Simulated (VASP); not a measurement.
All values below come from PBEsol GGA, VASP's PBE PAW potentials (set 64) (plane waves; VASP 6.6.1).

The input files of a VASP run:

**KPOINTS**
```
Automatic mesh
0
G
11 7 1
0 0 0
```

POSCAR:
```
Fe(211) slab
1
    2.4123447832     0.0000000000     0.0000000000
    0.0000000000     3.9393424643     0.0000000000
    0.0000000000     0.0000000000    23.6560708498
Fe
8
Direct
  0.2916938723   0.7500000000   0.3349249647
  0.6717767301   0.2500000000   0.3790884069
  0.0010723946   0.7500000000   0.4286602104
  0.3355748734   0.2500000000   0.4757206578
  0.6644251266   0.7500000000   0.5242793422
  0.9989276054   0.2500000000   0.5713397896
  0.3282232699   0.7500000000   0.6209115931
  0.7083061277   0.2500000000   0.6650750353
```

### INCAR
```
# general
SYSTEM   =  Fe(211) slab
PREC     =  Normal
ENCUT    =  400
LREAL    =  F
LASPH    =  T

# electronic loop
EDIFF    =  1E-6
NELM     =  100
NELMIN   =  4
ALGO     =  Normal
LMAXMIX  =  4

# smearing
ISMEAR   =  1
SIGMA    =  0.1

# functional
GGA      =  PS

# spin
ISPIN    =  2
MAGMOM   =  8*2.5

# output
LWAVE    =  F
LCHARG   =  F
LORBIT   =  11
LVHAR    =  T

# other
LDIPOL   =  T
IDIPOL   =  3
DIPOL    =  0.5 0.5 0.5
```

POTCAR, in this order: Fe (PBE.64 set). Program: vasp_std. Read from the step before: WAVECAR.

Problem. Predict the energy per atom (σ→0), cell moment, band gap (on the k-mesh).

Solution. 
```
Quantity                                                     Value
------------------------  ----------------------------------------
energy per atom (σ→0)                               -8.461 eV/atom
cell moment                                               18.27 μB
band gap (on the k-mesh)  none (metal, semimetal or under 0.01 eV)
```

### OSZICAR
```
...
DAV:   9    -0.676883422677E+02   -0.15716E-04   -0.14114E-05  6528   0.625E-02    0.834E-03
DAV:  10    -0.676883539540E+02   -0.11686E-04   -0.34778E-06  4488   0.226E-02    0.719E-03
DAV:  11    -0.676883643655E+02   -0.10411E-04   -0.12173E-06  3720   0.161E-02    0.189E-03
DAV:  12    -0.676883719445E+02   -0.75790E-05   -0.41376E-07  3448   0.399E-03    0.122E-03
DAV:  13    -0.676883741267E+02   -0.21822E-05   -0.85345E-08  2992   0.219E-03    0.707E-04
DAV:  14    -0.676883765571E+02   -0.24304E-05   -0.75349E-08  3000   0.139E-03    0.383E-04
DAV:  15    -0.676883775068E+02   -0.94970E-06   -0.38598E-08  2944   0.913E-04
   1 F= -.67688378E+02 E0= -.67689113E+02  d E =0.220725E-02  mag=    18.2710
```

The cell is a thin slab with vacuum, built from Fe (bcc): (211) face.
